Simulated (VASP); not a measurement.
Here is the system:

```
CELL_PARAMETERS angstrom
      0.00000     1.74142     1.74142
      1.74142     0.00000     1.74142
      1.74142     1.74142     0.00000
ATOMIC_POSITIONS crystal
  C  0.00000 0.00000 0.00000
  C  0.25000 0.25000 0.25000
```

Method: SCAN meta-GGA, VASP's PBE PAW potentials (set 64) (plane waves; VASP). Numerical set-up: 520 eV cut-off, 13×13×13 Γ-centred mesh, Gaussian smearing of 0.050 eV, potentials C.

**Question.** The job: C (diamond), 2 atoms, SCAN, static run, 520 eV, 13×13×13 Γ-centred mesh. Roughly how much core time does it take on a busy server core?

**Answer.** About 20 core-seconds (one run on a shared machine, a rough figure). It had 84 irreducible k-points, 8 bands, up to 298 plane waves and 19 electronic steps.

The compound is C in the diamond structure. This cell is one point of a volume scan, at 0.94 of the reference volume.
